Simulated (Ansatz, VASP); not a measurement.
# KAl2As2 in VASP and in Ansatz

```xyz
5
Lattice="4.0283 0.0000 0.0000 -2.0141 3.4886 0.0000 0.0000 0.0000 9.6571" Properties=species:S:1:pos:R:3 pbc="T T T"
K     0.0000    2.3257    4.8285
Al    0.0000    2.3257    8.2933
Al    0.0000    2.3257    1.3638
As    0.0000    0.0000    7.4251
As    0.0000    0.0000    2.2320
```

Alike in both runs: functional PBE; k mesh 12 × 12 × 4; occupations gaussian, width 0.1 eV; no spin polarisation.

Ansatz relaxed the structure, and its values are those at the end. VASP's run is a single point on that final structure, the one shown.

|  | VASP | Ansatz |
| --- | --- | --- |
| version | VASP 6.6.1 | Ansatz 0.2.0 |
| potentials or method | VASP PAW PBE potentials, release 64 (K_sv, Al, As) | scalar-relativistic, plane waves, PAW |
| plane-wave cutoff (eV) | 520 | 420 |
| valence electrons in the cell | 25 | 45 |

Ansatz gave:

* gap on the k mesh at the Fermi level (eV): none
* pressure (GPa): 0.0
* rms of the force components (eV/Å): 0.001

Question: Estimate VASP's values.

Answer: gap on the k mesh at the Fermi level (eV): none; pressure (GPa): 0.1; rms of the force components (eV/Å): 0.005.

A gap of «none» marks a metal or a gap that the smearing closes. The two sets of potentials don't hold the same shells in valence.
